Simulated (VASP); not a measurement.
Y₃Ge (relaxed from the D03 structure, space group Fm-3m): computed properties

The numbers are results of PBEsol GGA, VASP's PBE PAW potentials (set 64) (plane waves; VASP 6.6.1), not measurements.

```json
{
  "space_group": "Fm-3m (225)",
  "cell": "a = b = c = 7.334 Å, α = β = γ = 90.00°",
  "volume_per_atom": "24.66 Å^3/atom",
  "band gap (over mesh and band path)": "none (metal, semimetal or under 0.01 eV)",
  "density": "5.71 g/cm³"
}
```

```
CELL_PARAMETERS angstrom
      0.00000     3.66722     3.66722
      3.66722     0.00000     3.66722
      3.66722     3.66722     0.00000
ATOMIC_POSITIONS crystal
  Ge 0.00000 0.00000 0.00000
  Y  0.50000 0.50000 0.50000
  Y  0.25000 0.25000 0.25000
  Y  0.75000 0.75000 0.75000
```

The structure was generated: Y3Ge was put into the D03 type (Fm-3m), which need not be its known phase. It was relaxed first, which changed the volume by -30 %. Symmetry was kept, so distortions that lower it aren't found. The electron count is odd and the run is not spin-polarised, which forces a metal.
